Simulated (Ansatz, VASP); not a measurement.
# Cross-check of SrLi2SnS4 between VASP and Ansatz

Aim: how closely do two programs agree when they are given the same cell, functional and k mesh?

Calculated with Ansatz 0.2.0; plane waves, with VASP 6.6.1 beside it; G0W0 gap at PBE.

### Step 1. Starting point

The structure is tetragonal, space group I-42m (No. 121). Conventional cell: a = 6.659 Å, b = 6.659 Å, c = 7.918 Å, α = 90.00°, β = 90.00°, γ = 90.00°. Nearest to Sn lie 4 S at 2.41 Å. Nearest to Sr lie 8 S at 3.07 to 3.25 Å. Nearest to S lie 1 Sn at 2.41 Å and 2 Li at 2.46 Å and 2 Sr at 3.07 to 3.25 Å. Nearest to Li lie 4 S at 2.46 Å. Farther neighbours and most contacts between anions are not listed.

### Step 2. VASP: G0W0 gap, PBE

Quasiparticle shifts depend on high empty states and on the cores, so they are the hardest test of two PAW sets.

Lines of VASP's logs that name or quote its potential files are left out, and so is its time.

INCAR

```
SYSTEM = SrLi2SnS4
PREC = Accurate
ENCUT = 300
ISMEAR = 0
SIGMA = 0.01
LREAL = .FALSE.
GGA = PE
NBANDS = 400
ALGO = EVGW0
NELMGW = 1
ENCUTGW = 100
NOMEGA = 48
PRECFOCK = Fast
NBANDSGW = 40
LWAVE = .TRUE.
LCHARG = .FALSE.
```

POSCAR

```
SrLi2SnS4
1.0
   -3.3295000000      3.3295000000      3.9590000000
    3.3295000000     -3.3295000000      3.9590000000
    3.3295000000      3.3295000000     -3.9590000000
Sn Sr S Li
1 1 4 2
Direct
    0.0000000000      0.0000000000      0.0000000000
    0.5000000000      0.5000000000      0.0000000000
    0.0350192820      0.0350192820      0.4186050150
    0.9649807180      0.3835857329      0.0000000000
    0.6164142671      0.6164142671      0.5813949850
    0.3835857329      0.9649807180      0.0000000000
    0.2500000000      0.7500000000      0.5000000000
    0.7500000000      0.2500000000      0.5000000000
```

KPOINTS

```
Automatic mesh
0
Gamma
4 4 4
0 0 0
```

Potentials, in the order of the species: Sn_d_GW, Sr_sv_GW, S_GW and Li_GW (PBE family, release 64).

Run with:

```console
> mpirun -np 8 vasp_std
```

Numbers of over 12 decimals in the logs are rounded to 6 here.

The program printed:

```text
[banner, memory and clock lines left out]
running    8 mpi-ranks, on    1 nodes
 distrk:  each k-point on    8 cores,    1 groups
 distr:  one band on    1 cores,    8 groups

 POSCAR found type information on POSCAR SnSrS Li
 POSCAR found :  4 types and       8 ions
|                                                                             |
|           W    W    AA    RRRRR   N    N  II  N    N   GGGG   !!!           |
|           W    W   A  A   R    R  NN   N  II  NN   N  G    G  !!!           |
|           W    W  A    A  R    R  N N  N  II  N N  N  G       !!!           |
|           W WW W  AAAAAA  RRRRR   N  N N  II  N  N N  G  GGG   !            |
|           WW  WW  A    A  R   R   N   NN  II  N   NN  G    G                |
|           W    W  A    A  R    R  N    N  II  N    N   GGGG   !!!           |
|                                                                             |
|     For optimal performance we recommend to set                             |
|       NCORE = 2 up to number-of-cores-per-socket                            |
|     NCORE specifies how many cores store one orbital (NPAR=cpu/NCORE).      |
|     This setting can greatly improve the performance of VASP for DFT.       |
|     The default, NCORE=1 might be grossly inefficient on modern             |
|     multi-core architectures or massively parallel machines. Do your        |
|     Unfortunately you need to use the default for GW and RPA                |
|     calculations (for HF NCORE is supported but not extensively tested      |
|     yet).                                                                   |
|                                                                             |

|                                                                             |
|           W    W    AA    RRRRR   N    N  II  N    N   GGGG   !!!           |
|           W    W   A  A   R    R  NN   N  II  NN   N  G    G  !!!           |
|           W    W  A    A  R    R  N N  N  II  N N  N  G       !!!           |
|           W WW W  AAAAAA  RRRRR   N  N N  II  N  N N  G  GGG   !            |
|           WW  WW  A    A  R   R   N   NN  II  N   NN  G    G                |
|           W    W  A    A  R    R  N    N  II  N    N   GGGG   !!!           |
|                                                                             |
|     The default for ENCUTGWSOFT is different in this version of VASP.       |
|     please manually set ENCUTGWSOFT =100 in the INCAR file.                 |
|                                                                             |

 LDA part: xc-table for (Slater+PW92), standard interpolation
 found WAVECAR, reading the header
 POSCAR, INCAR and KPOINTS ok, starting setup
 FFT: planning ... GRIDC
 FFT: planning ... GRID_SOFT
 FFT: planning ... GRID
 reading WAVECAR
 the WAVECAR file was read successfully
 initial charge from wavefunction
 available memory per node:     31.11 GB, setting MAXMEM to     31852

 The Fermi energy was updated, please check that it is located mid-gap
 values below the HOMO (VB) or above the LUMO (CB) will cause erroneous energies
 E-fermi :   3.5889

 calculate exact exchange contribution
 the WAVEDER file was read successfully
energies w=
    0.000    0.000    1.049    0.000    2.093    0.000    3.130    0.000
    4.156    0.000    5.168    0.000    6.164    0.000    7.144    0.000
    8.105    0.000    9.050    0.000    9.978    0.000   10.890    0.000
   11.790    0.000   12.678    0.000   13.557    0.000   14.430    0.000
   15.300    0.000   16.170    0.000   17.044    0.000   17.924    0.000
   18.815    0.000   19.721    0.000   20.648    0.000   21.599    0.000
   22.581    0.000   23.601    0.000   24.665    0.000   25.783    0.000
   26.964    0.000   28.220    0.000   29.565    0.000   31.016    0.000
   32.594    0.000   34.322    0.000   36.234    0.000   38.368    0.000
   40.774    0.000   43.520    0.000   46.692    0.000   50.409    0.000
   54.837    0.000   60.209    0.000   66.876    0.000   75.373    0.000
   86.574    0.000  102.002    0.000  124.567    0.000  160.615    0.000
 responsefunction array rank=     424
 LDA part: xc-table for (Slater+PW92), standard interpolation

 min. memory requirement per mpi rank    548.6 MB, per node   4388.9 MB

 allocating   6 responsefunctions rank=   424
 shmem allocating  48 responsefunctions rank=   424
 response function shared by NCSHMEM nodes    1
 Doing            6  frequencies on each core in blocks of           48
NQ=   1    0.0000    0.0000    0.0000,
|.........|.........|.........|.........|.........|.........|.........|.........
 performed       1616000 updates of chi_q(r,r)
 total number of BLAS operations       2017.09 Gflops
NQ=   2    0.2500    0.0000    0.0000,
|.........|.........|.........|.........|.........|.........|.........|.........
 performed       4608000 updates of chi_q(r,r)
 total number of BLAS operations       5808.65 Gflops
NQ=   3    0.5000    0.0000    0.0000,
|.........|.........|.........|.........|.........|.........|.........|.........
 performed       7056000 updates of chi_q(r,r)
 total number of BLAS operations       8787.38 Gflops
NQ=   4    0.2500    0.2500    0.0000,
|.........|.........|.........|.........|.........|.........|.........|.........
 performed       9792000 updates of chi_q(r,r)
 total number of BLAS operations      12219.76 Gflops
NQ=   5    0.5000    0.2500    0.0000,
|.........|.........|.........|.........|.........|.........|.........|.........
 performed      13040000 updates of chi_q(r,r)
 total number of BLAS operations      16253.42 Gflops
NQ=   6   -0.2500    0.2500    0.0000,
|.........|.........|.........|.........|.........|.........|.........|.........
 performed      15520000 updates of chi_q(r,r)
 total number of BLAS operations      19523.76 Gflops
NQ=   7    0.5000    0.5000    0.0000,
|.........|.........|.........|.........|.........|.........|.........|.........
 performed      17456000 updates of chi_q(r,r)
 total number of BLAS operations      21903.71 Gflops
NQ=   8    0.2500    0.2500    0.2500,
|.........|.........|.........|.........|.........|.........|.........|.........
 performed      19168000 updates of chi_q(r,r)
 total number of BLAS operations      24095.07 Gflops
NQ=   9   -0.2500    0.2500    0.2500,
|.........|.........|.........|.........|.........|.........|.........|.........
 performed      21648000 updates of chi_q(r,r)
 total number of BLAS operations      27253.62 Gflops
NQ=  10    0.5000    0.5000    0.2500,
|.........|.........|.........|.........|.........|.........|.........|.........
 performed      24128000 updates of chi_q(r,r)
 total number of BLAS operations      30364.85 Gflops
NQ=  11   -0.2500    0.5000    0.2500,
|.........|.........|.........|.........|.........|.........|.........|.........
 performed      27120000 updates of chi_q(r,r)
 total number of BLAS operations      34349.33 Gflops
NQ=  12   -0.2500   -0.2500    0.2500,
|.........|.........|.........|.........|.........|.........|.........|.........
 performed      29088000 updates of chi_q(r,r)
 total number of BLAS operations      36944.51 Gflops
NQ=  13    0.5000    0.5000    0.5000,
|.........|.........|.........|.........|.........|.........|.........|.........
 performed      30704000 updates of chi_q(r,r)
 total number of BLAS operations      39203.34 Gflops
 resolving degeneracies of screened two electron integrals

 calculate QP shifts <psi_nk| G(iteration)W_0 |psi_nk>: iteration 1
 writing wavefunctions
 entering main loop
```

Parts of OUTCAR (step 2):

```text
ion  position               nearest neighbor table
   1  0.000  0.000  0.000-   4 2.41   6 2.41   5 2.41   3 2.41
   2  0.500  0.500  0.000-
   3  0.035  0.035  0.419-   1 2.41   7 2.46   8 2.46
   4  0.965  0.384  0.000-   1 2.41   7 2.46   8 2.46
   5  0.616  0.616  0.581-   1 2.41   7 2.46   8 2.46
   6  0.384  0.965  0.000-   1 2.41   8 2.46   7 2.46
   7  0.250  0.750  0.500-   3 2.46   6 2.46   4 2.46   5 2.46
   8  0.750  0.250  0.500-   3 2.46   4 2.46   6 2.46   5 2.46

  LATTYP: Found a body centered tetragonal cell.
 ALAT       =     6.6590000000
 C/A-ratio  =     1.1890674275

 Subroutine GETGRP returns: Found  8 space group operations
 (whereof  8 operations were pure point group operations)

The static configuration has the point symmetry D_2d.

 Found     13 irreducible k-points:

   k-points           NKPTS =     13   k-points in BZ     NKDIM =     64   number of bands    NBANDS=    400

   dimension x,y,z NGX =    36 NGY =   36 NGZ =   36
   dimension x,y,z NGXF=    72 NGYF=   72 NGZF=   72

   ENCUT  =  300.0 eV  22.05 Ry    4.70 a.u.   8.69  8.69  8.69*2*pi/ulx,y,z

   NELECT =      50.0000    total number of electrons

  energy-cutoff  :      300.00
  volume of cell :      175.55
      direct lattice vectors                 reciprocal lattice vectors
    -3.329500000  3.329500000  3.959000000     0.000000000  0.150172699  0.126294519
     3.329500000 -3.329500000  3.959000000     0.150172699  0.000000000  0.126294519
     3.329500000  3.329500000 -3.959000000     0.150172699  0.150172699  0.000000000

 k-points in reciprocal lattice and weights: Automatic mesh
   0.00000000  0.00000000  0.00000000       0.016
   0.25000000  0.00000000  0.00000000       0.125
   0.50000000  0.00000000  0.00000000       0.062
   0.25000000  0.25000000  0.00000000       0.125
   0.50000000  0.25000000  0.00000000       0.250
  -0.25000000  0.25000000  0.00000000       0.062
   0.50000000  0.50000000  0.00000000       0.031
   0.25000000  0.25000000  0.25000000       0.031
  -0.25000000  0.25000000  0.25000000       0.062
   0.50000000  0.50000000  0.25000000       0.062
  -0.25000000  0.50000000  0.25000000       0.125
  -0.25000000 -0.25000000  0.25000000       0.031
   0.50000000  0.50000000  0.50000000       0.016

 E-fermi :   3.5889

 QP shifts <psi_nk| G(iteration)W_0 |psi_nk>: iteration 1
 for sc-GW calculations column KS-energies equals QP-energies in previous step
 and V_xc(KS)=  KS-energies - (<T + V_ion + V_H > + <T+V_H+V_ion>^1  + <V_x>^1)
 k-point   1 :       0.0000    0.0000    0.0000
  band No.  KS-energies  QP-energies   sigma(KS)   V_xc(KS)     V^pw_x(r,r')   Z            occupation Imag(sigma)
    ...
     22       1.4280       0.5457     -12.7236     -11.5455     -14.7743       0.7489       2.0000       0.1755
     23       1.8314       1.0712     -13.8409     -12.8290     -15.7897       0.7514       2.0000       0.1528
     24       1.9665       1.2288     -14.0294     -13.0502     -15.9244       0.7533       2.0000       0.1475
     25       1.9665       1.2288     -14.0294     -13.0502     -15.9244       0.7533       2.0000       0.1475
     26       4.8310       5.4682     -10.7317     -11.5478      -7.3708       0.7808       0.0000      -0.1327
     27       6.2465       6.7381      -8.3233      -8.9435      -4.7979       0.7926       0.0000      -0.1576
     28       6.9022       7.3572      -8.3686      -8.9489      -4.6907       0.7840       0.0000      -0.1781
     29       7.4104       8.0259      -8.7379      -9.5181      -4.9313       0.7889       0.0000      -0.1737
    ...

 k-point   2 :       0.2500    0.0000    0.0000
  band No.  KS-energies  QP-energies   sigma(KS)   V_xc(KS)     V^pw_x(r,r')   Z            occupation Imag(sigma)
    ...
     22       1.1907       0.3388     -13.1976     -12.0563     -15.3151       0.7464       2.0000       0.1793
     23       1.7004       0.8753     -13.4788     -12.3761     -15.5300       0.7483       2.0000       0.1649
     24       1.8533       1.0872     -13.9053     -12.8869     -15.8624       0.7522       2.0000       0.1536
     25       1.8906       1.1346     -13.8294     -12.8258     -15.7348       0.7532       2.0000       0.1500
     26       5.0487       5.7505     -11.1281     -12.0331      -7.7925       0.7755       0.0000      -0.1340
     27       6.3878       6.8998      -8.3368      -8.9842      -4.7198       0.7908       0.0000      -0.1633
     28       6.7923       7.2474      -8.0885      -8.6634      -4.4002       0.7917       0.0000      -0.1673
     29       7.1795       7.7871      -9.0343      -9.8058      -5.1926       0.7875       0.0000      -0.1750
    ...

 k-point   3 :       0.5000    0.0000    0.0000
  band No.  KS-energies  QP-energies   sigma(KS)   V_xc(KS)     V^pw_x(r,r')   Z            occupation Imag(sigma)
    ...
     22       1.0900       0.2260     -13.2741     -12.1087     -15.5422       0.7414       2.0000       0.1923
     23       1.4629       0.6734     -13.4678     -12.4134     -15.4537       0.7488       2.0000       0.1657
     24       1.6705       0.8821     -13.6211     -12.5692     -15.5941       0.7495       2.0000       0.1582
     25       1.8341       1.0319     -13.7361     -12.6666     -15.7804       0.7501       2.0000       0.1608
     26       5.1250       5.8486     -11.3180     -12.2557      -7.9759       0.7717       0.0000      -0.1340
     27       6.1117       6.6389      -8.7867      -9.4506      -5.1945       0.7941       0.0000      -0.1539
     28       7.1214       7.6151      -8.4980      -9.1241      -4.7461       0.7884       0.0000      -0.1753
     29       7.2800       7.8364      -8.5891      -9.2957      -4.7574       0.7874       0.0000      -0.1781
    ...

 k-point   4 :       0.2500    0.2500    0.0000
  band No.  KS-energies  QP-energies   sigma(KS)   V_xc(KS)     V^pw_x(r,r')   Z            occupation Imag(sigma)
    ...
     22       1.1255       0.2822     -13.3332     -12.1996     -15.4845       0.7439       2.0000       0.1830
     23       1.4807       0.6756     -13.6453     -12.5688     -15.7180       0.7478       2.0000       0.1682
     24       1.7544       0.9863     -13.8074     -12.7841     -15.7623       0.7507       2.0000       0.1552
     25       1.8924       1.0816     -13.7845     -12.7044     -15.8582       0.7507       2.0000       0.1618
     26       5.0332       5.7319     -10.8972     -11.7929      -7.5375       0.7802       0.0000      -0.1335
     27       6.5742       7.1866      -9.4596     -10.2399      -5.6947       0.7848       0.0000      -0.1678
     28       6.7873       7.3431      -8.2656      -8.9675      -4.4900       0.7918       0.0000      -0.1714
     29       7.1602       7.7495      -8.8447      -9.5938      -5.0055       0.7867       0.0000      -0.1770
    ...

[... 4 further parts left out ...]
```

(Continued in part 2 of 2.)

[Lines on the potential files, build, host, timing and source positions are cut from VASP's logs without a mark.]

[Logs are printed without paths, hosts, clocks, repeated set-up lines and the standing remarks that a program may print on its own settings, such as how far it seeks lower states.]

[Hosts, paths, dates, database ids (printed as entryN), source tags and the programs' standing remarks are cut or masked in the printed files.]
